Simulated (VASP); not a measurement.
The system is Ba.

```
Ba
1.0
    -2.51250    2.51250    2.51250
     2.51250   -2.51250    2.51250
     2.51250    2.51250   -2.51250
Ba
1
Direct
  0.00000 0.00000 0.00000
```

```yaml
Program: VASP 6.6.1
Task: relaxation of cell and atoms
Functional: RPBE
Potentials_or_basis: VASP PAW PBE potentials, release 64 (Ba_sv)
Cutoff: 600 eV
k_mesh: 12 × 12 × 12
Occupations: gaussian, width 0.1 eV
Spin: no spin polarisation
```

At the start: pressure 0.7 GPa; volume 63.44 Å³/atom.

Q: How do energy, volume and symmetry change on relaxing?

A: Over 4 steps the energy falls by 11.2 meV/atom and the volume is 68.78 Å³/atom (+8.4 %); space group Im-3m (No. 229, to 0.05 Å).

Step by step:
```tsv
step	energy change (eV)	largest force (eV/Å)	pressure (GPa)	volume (Å³)
1	0.0000	0.0000	0.71	63.44
2	-0.0084	0.0000	0.34	66.05
3	-0.0112	0.0000	-0.03	69.05
4	-0.0112	0.0000	0.00	68.78
```

Final structure:
```cif
data_structure
_symmetry_space_group_name_H-M 'P 1'
_symmetry_Int_Tables_number 1
_cell_length_a 4.4705
_cell_length_b 4.4705
_cell_length_c 4.4705
_cell_angle_alpha 109.471
_cell_angle_beta 109.471
_cell_angle_gamma 109.471
_cell_volume 68.78
loop_
_atom_site_label
_atom_site_type_symbol
_atom_site_fract_x
_atom_site_fract_y
_atom_site_fract_z
_atom_site_occupancy
Ba1 Ba 0.00000 0.00000 0.00000 1
```

Caveat: the PAW data sets were made with another functional, which shifts forces and pressure a little.
